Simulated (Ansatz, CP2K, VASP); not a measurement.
## Code comparison for Hf2Ni (P1, 6 atoms in the cell)

Self-consistent single point, at a second geometry (atoms moved at random). First geometry:

```yaml
crystal:
  lattice:
    - [-3.17787, 3.17787, 2.61804]
    - [3.17787, -3.17787, 2.61804]
    - [3.17787, 3.17787, -2.61804]
  atoms:
    - { symbol: Hf, position: [0.83439, 0.66561, 0.50000] }
    - { symbol: Hf, position: [0.16561, 0.33439, 0.50000] }
    - { symbol: Hf, position: [0.66561, 0.16561, 0.83122] }
    - { symbol: Hf, position: [0.33439, 0.83439, 0.16878] }
    - { symbol: Ni, position: [0.75000, 0.75000, 0.00000] }
    - { symbol: Ni, position: [0.25000, 0.25000, 0.00000] }
```

Second geometry:
```xyz
6
Lattice="-3.1779 3.1779 2.6180 3.1779 -3.1779 2.6180 3.1779 3.1779 -2.6180" Properties=species:S:1:pos:R:3 pbc="T T T"
Hf     1.0244     2.0835     2.5553
Hf     2.1780     1.0936     0.1112
Hf     1.0438     4.2568    -0.0316
Hf     2.1347    -1.1137     2.6220
Ni     0.0150     0.0284     3.8757
Ni    -0.0403     0.0072     1.3395
```

Shared settings, as Ansatz (a quantum-chemistry and plane-wave program) writes them: kpoints.mp_grid.grid = 6 6 6; scf.occupations.method = fermi_dirac; scf.occupations.width = 0.0073 Ry. Potentials and cutoffs stand in the table.

```csv
code,model,ΔF from the first geometry (meV/atom),pressure (GPa),largest force (eV/Å),cutoff
Ansatz,"PBEsol, PAW files made with PBE",25.2,-1.54,1.150,default
VASP,"PBEsol, VASP's PBE PAW potentials (set 64)",24.6,-2.44,1.121,300 eV
CP2K,"PBEsol, GPW, DZVP-MOLOPT-SR-GTH basis, GTH-PBE potentials (GTH_POTENTIALS)",24.6,-1.10,1.162,grid 600 Ry
```

Size of the force on each atom (eV/Å): Sizes of forces hide their directions.

| code | Hf1 | Hf2 | Hf3 | Hf4 | Ni5 | Ni6 |
|---|---|---|---|---|---|---|
| Ansatz | 0.856 | 1.150 | 0.448 | 0.517 | 0.469 | 0.481 |
| VASP | 0.832 | 1.121 | 0.433 | 0.498 | 0.454 | 0.463 |
| CP2K | 0.841 | 1.162 | 0.423 | 0.467 | 0.460 | 0.495 |

On Ansatz's run: spin-orbit coupling is off. Spin polarisation is off.

The spread over the programs that give each value: ΔF from the first geometry within 0.6 meV/atom; pressure within 1.34 GPa; largest force within 0.041 eV/Å.

CP2K uses small atom-centred bases, whose incompleteness enters pressures, forces and empty levels differently from a plane-wave cutoff. Ansatz's pressure is given at a fixed set of plane waves, as the other plane-wave codes print theirs; with its correction for the finite basis it is -1.48 GPa. In the force vectors, CP2K (by 0.082) lies more than 0.08 eV/Å from the median of the plane-wave programs.

VASP's run is marked for a possible Pulay error in its stress at this cutoff; no cutoff test was made.

The starting cell comes from a database of computed structures (which also holds hypothetical and non-ambient phases and stackings), without a prior relaxation at this level. For this run, on top of that: atoms moved at random.

Left out of this page: SIESTA (not drawn, or without a comparable value).

Keys are those of Ansatz 0.2.
